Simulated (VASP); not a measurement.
CaO2 (space group I4/mmm): computed properties

All values below come from LDA (Ceperley-Alder, Perdew-Zunger), VASP's LDA PAW potentials (set 64) (plane waves; VASP 6.6.1).

| Property | Result |
|---|---|
| space group | I4/mmm (139) |
| cell | a = b = 3.2259 Å, c = 6.4884 Å, α = β = γ = 90.00° |
| volume per atom | 11.25 Å³/atom |
| band gap (over mesh and band path) | 2.71 eV |
| smallest direct gap (over mesh and band path) | 2.72 eV |
| band-edge character | indirect, M-S at 0.44 to M |
| density | 3.55 g/cm³ |

```
CELL_PARAMETERS angstrom
     -1.61295     1.61295     3.24420
      1.61295    -1.61295     3.24420
      1.61295     1.61295    -3.24420
ATOMIC_POSITIONS crystal
  Ca 0.50000 0.50000 0.00000
  O  0.88610 0.88610 0.00000
  O  0.11390 0.11390 0.00000
```

The structure comes from a computed database's CaO2 entry (I4/mmm); how it stands against other phases isn't given here. It was relaxed first, which changed the volume by -7 %. Symmetry was kept, so distortions that lower it aren't found.
